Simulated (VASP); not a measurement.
Given:

```xyz
2
Lattice="0.0000 2.4075 2.4799 2.5015 0.0000 2.4799 2.5015 2.4075 0.0000" Properties=species:S:1:pos:R:3 pbc="T T T"
Y      0.0000     0.0000     0.0000
N      2.5279     2.4075     2.4799
```

Calculation: PBE GGA with spin-orbit coupling, VASP's PBE PAW potentials (set 64) (plane waves; VASP). Run with 520 eV cut-off, 8×8×8 Γ-centred mesh, Gaussian smearing of 0.050 eV, potentials Y_sv N.

Q: What does the run give for the energy per atom (σ→0), pressure?

A: 
The energy per atom (σ→0) is -9.128 eV/atom and the pressure is -1.53 GPa.

The absolute energy has meaning only against runs of the same code, potentials and settings.

The compound is YN in the rock salt structure. The cell was not relaxed at this level, atoms are displaced from their ideal sites. The run is one of a series of settings (GGA_COMPAT = .FALSE., LSORBIT = .TRUE., MAGMOM = 0 0 0 0 0 0, program vasp_ncl against the base run), some of them coarse on purpose.
